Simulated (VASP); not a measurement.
A run of VASP 6.6.1 is set up as follows.

File INCAR:

```
SYSTEM = Si
  PREC = Accurate
  ENCUT = 520
  EDIFF = 1E-6
  ISMEAR = -1
  SIGMA = 0.1
  LREAL = .False.
  LASPH = .True.
  NELM = 150
  ALGO = Normal
  ISIF = 2
  LWAVE = .False.
  LCHARG = .True.
  ISPIN = 2
  MAGMOM = -0.06 -0.59
  LORBIT = 11
  GGA = PS
  LELF = .True.
  LVHAR = .True.
  NBANDS = 15
```

Contents of KPOINTS:

```
regular mesh
0
Gamma
  8 8 8
  0 0 0
```

File POSCAR:

```
Si
1.0
    0.0000000000      2.7752343705      2.7752343705
    2.7752343705      0.0000000000      2.7752343705
    2.7752343705      2.7752343705      0.0000000000
Si
2
Direct
    0.5000000000      0.5000000000      0.5000000000
    0.7500000000      0.7500000000      0.7500000000
```

Potentials or basis: VASP PAW PBE potentials, release 64 (Si).

The run is started by

```bash
$ cat potpaw_PBE.64/Si/POTCAR > POTCAR
$ mpirun -np 1 vasp_std > vasp.out
```

Task: Predict the band gap on the k mesh.

Result: 0.60 eV, indirect (least direct gap 2.38 eV).

Task: What does it give for the net moment?

Result: 0.00 μB per cell.

 A k mesh can miss the band edges.
